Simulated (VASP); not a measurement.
VASP ran on this input.

File POSCAR:
```
MnS
1.0
  5.0736628543   2.5273809735   2.5273809735
  2.5273809735   5.0736628543   2.5273809735
  2.5273809735   2.5273809735   5.0736628543
Mn S
2 2
Cartesian
  0.0000000000   0.0000000000   0.0000000000
  5.0642124006   5.0642124006   5.0642124006
  2.5321062003   2.5321062003   2.5321062003
  7.5963186010   7.5963186010   7.5963186010
```

INCAR:
```
# general
SYSTEM   = MnS
PREC     = Accurate
ENCUT    = 520   # plane-wave cut-off (eV)
LREAL    = F
LASPH    = T   # aspherical one-centre terms

# electronic loop
EDIFF    = 1E-6   # SCF stop (eV)
NELM     = 100
ALGO     = Normal   # blocked Davidson
LMAXMIX  = 4   # l cut-off of mixed one-centre charges

# smearing
ISMEAR   = 0   # Gaussian
SIGMA    = 0.05   # width (eV)

# functional
GGA      = MK
LUSE_VDW = T
AGGAC    = 0.0
PARAM1   = 0.1234
PARAM2   = 1.0

# spin
ISPIN    = 2
MAGMOM   = 4.1 -4.1 0.0 0.0

# ions
IBRION   = 2   # conjugate gradients
NSW      = 60
ISIF     = 3
EDIFFG   = -0.02   # ionic stop

# output
LWAVE    = F
LCHARG   = F
LORBIT   = 10
```

KPOINTS:
```
Automatic mesh
0
Gamma
7 7 7
0 0 0
```

POTCAR, in this order: Mn_pv S (PBE.64 set). Program: vasp_std.

Task: Write an equivalent input for Quantum ESPRESSO's pw.x.

Result: One equivalent input (not run):
```
&CONTROL
  calculation = 'vc-relax'
  pseudo_dir = './pseudo'
  outdir = './out'
  tprnfor = .true.
  tstress = .true.
  nstep = 60
  forc_conv_thr = 0.00078
/
&SYSTEM
  ibrav = 0
  nat = 4
  ntyp = 3
  ecutwfc = 96
  occupations = 'smearing'
  smearing = 'gaussian'
  degauss = 0.003675
  input_dft = 'vdw-df-ob86'
  nspin = 2
  starting_magnetization(1) = 0.41
  starting_magnetization(2) = -0.41
/
&ELECTRONS
  conv_thr = 7.3e-08
  electron_maxstep = 100
/
&IONS
/
&CELL
/
ATOMIC_SPECIES
  Mn1 54.938 Mn.upf
  Mn2 54.938 Mn.upf
  S 32.060 S.upf
CELL_PARAMETERS angstrom
     5.0736629    2.5273810    2.5273810
     2.5273810    5.0736629    2.5273810
     2.5273810    2.5273810    5.0736629
ATOMIC_POSITIONS crystal
  Mn1  0.0000000  0.0000000  0.0000000
  Mn2  0.5000000  0.5000000  0.5000000
  S    0.2500000  0.2500000  0.2500000
  S    0.7500000  0.7500000  0.7500000
K_POINTS automatic
  7 7 7 0 0 0
```
Limits of the translation: the potentials are each code's own (VASP's PAW set, PseudoDojo norm-conserving files in pw.x), so ENCUT and ecutwfc are chosen apart and not converted; conv_thr bounds pw.x's estimated SCF error, while EDIFF bounds the energy change between steps; starting_magnetization is a fraction of the valence charge and MAGMOM a moment in μB, so they match only roughly; forc_conv_thr acts on force components and is met together with etot_conv_thr.

The compound is MnS in the rock salt, AFM-II order structure. It was relaxed first, which changed the volume by -8 %. The start is the result of an earlier pass.
